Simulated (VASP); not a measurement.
Wanted: the native input for a VASP 6.6.1 run.

- Task: single point
- Functional: r2SCAN
- Potentials or basis: VASP PAW PBE potentials, release 64 (Rb_sv, I, Ag)
- Cutoff: 520 eV
- k mesh: 6 × 6 × 4
- Occupations: gaussian, width 0.01 eV
- Spin: no spin polarisation
- Dipole correction: no
- Further INCAR settings: ALGO = Normal; EDIFF = 1e-06; NBANDS = 25

RbAgI2:

```
Rb I Ag
1.0
     4.52642    0.00000    0.00000
     0.00000    4.52642    0.00000
     0.00000    0.00000    6.95285
Rb I Ag
1 2 1
Cartesian
  0.0000 0.0000 0.0000
  0.0000 0.0000 3.4764
  2.2632 2.2632 0.0000
  2.2632 2.2632 3.4764
```

The cell was built by a generator and needn't be a form met in nature.

The cell isn't the ideal one: epitaxial_xy strain -5.9%.

The input as run:

POSCAR

```
RbAgI2
1.0
    4.5264204945      0.0000000000      0.0000000000
    0.0000000000      4.5264204945      0.0000000000
    0.0000000000      0.0000000000      6.9528548467
Rb I Ag
1 2 1
Direct
    0.0000000000      0.0000000000      0.0000000000
    0.0000000000      0.0000000000      0.5000000000
    0.5000000000      0.5000000000      0.0000000000
    0.5000000000      0.5000000000      0.5000000000
```

INCAR.step1

```
PREC = Accurate
ENCUT = 520
ISMEAR = 0
SIGMA = 0.01
LREAL = F
LASPH = T
NELM = 100
NBANDS = 25
GGA = PE
ALGO = Normal
EDIFF = 1E-4
LWAVE = T
LCHARG = F
```

INCAR.step2

```
PREC = Accurate
ENCUT = 520
EDIFF = 1E-6
ISMEAR = 0
SIGMA = 0.01
LREAL = F
LASPH = T
NELM = 100
ALGO = Normal
ISIF = 2
LWAVE = F
LCHARG = F
METAGGA = R2SCAN
LMIXTAU = T
NBANDS = 25
ISTART = 1
```

KPOINTS

```
Automatic mesh
0
Gamma
  6 6 4
```

Potentials or basis: VASP PAW PBE potentials, release 64 (Rb_sv, I, Ag).

Launch:

```sh
$ cat potpaw_PBE.64/Rb_sv/POTCAR potpaw_PBE.64/I/POTCAR potpaw_PBE.64/Ag/POTCAR > POTCAR
$ cp INCAR.step1 INCAR
$ mpirun -np 1 vasp_std > vasp.out
$ cp INCAR.step2 INCAR
$ mpirun -np 1 vasp_std > vasp.out
```

Results of the run:

The pressure is 2.8 GPa and the band gap on the k mesh is 1.40 eV, indirect (least direct gap 1.82 eV).

Caveat: the PAW data sets were made with another functional, which shifts forces and pressure a little; spin-orbit coupling is left out, which moves the levels of the heavy elements.

Run time: 4.6 min on 1 thread of Intel(R) Xeon(R) Platinum 8488C (Sapphire Rapids) (shared host), peak memory 0.35 GiB.
